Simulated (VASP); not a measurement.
These are PBEsol GGA, VASP's PBE PAW potentials (set 64) (plane waves; VASP) values and carry that method's errors.

The input files of a VASP run:

File KPOINTS:
```
Automatic mesh
0
Gamma
15 15 15
0 0 0
```

POSCAR:
```
MoSi2
1
   -1.5960580863     1.5960580863     3.9135841060
    1.5960580863    -1.5960580863     3.9135841060
    1.5960580863     1.5960580863    -3.9135841060
Si Mo
2 1
Direct
  0.6649281234   0.6649281234   0.0000000000
  0.3350718766   0.3350718766   0.0000000000
  0.0000000000   0.0000000000   0.0000000000
```

INCAR:
```
SYSTEM = MoSi2
PREC = Accurate
ENCUT = 520
EDIFF = 1E-7
NELM = 100
ALGO = Normal
LREAL = .FALSE.
LASPH = .TRUE.
ISMEAR = -5
GGA = PS
LMAXMIX = 4
LWAVE = .FALSE.
LCHARG = .TRUE.
LORBIT = 11
NEDOS = 601
ISIF = 2
LEFG = .TRUE.
```

POTCAR, in this order: Si Mo_sv (PBE.64 set). Program: vasp_std.

Problem. What does the run give for the energy per atom (σ→0), band gap (on the k-mesh)?

Solution. 
```json
{
 "energy per atom (σ→0)": "-8.360 eV/atom",
 "band gap (on the k-mesh)": "none (metal, semimetal or under 0.01 eV)"
}
```

File OSZICAR:
```
...
DAV:   8    -0.250802743901E+02    0.40968E-01   -0.12602E-01 10355   0.292E+00    0.449E-01
DAV:   9    -0.250792667456E+02    0.10076E-02   -0.23200E-03 10607   0.421E-01    0.240E-01
DAV:  10    -0.250791768660E+02    0.89880E-04   -0.65969E-04 10404   0.245E-01    0.603E-02
DAV:  11    -0.250791578205E+02    0.19046E-04   -0.21975E-04 10432   0.118E-01    0.370E-02
DAV:  12    -0.250791597123E+02   -0.18917E-05   -0.27498E-05  9901   0.388E-02    0.715E-03
DAV:  13    -0.250791590424E+02    0.66987E-06   -0.63382E-07 10551   0.669E-03    0.174E-03
DAV:  14    -0.250791589469E+02    0.95528E-07   -0.10692E-08  5587   0.783E-04
   1 F= -.25079159E+02 E0= -.25079159E+02  d E =0.000000E+00
```

The compound is MoSi2 in the MoSi2 type structure. It was relaxed first.
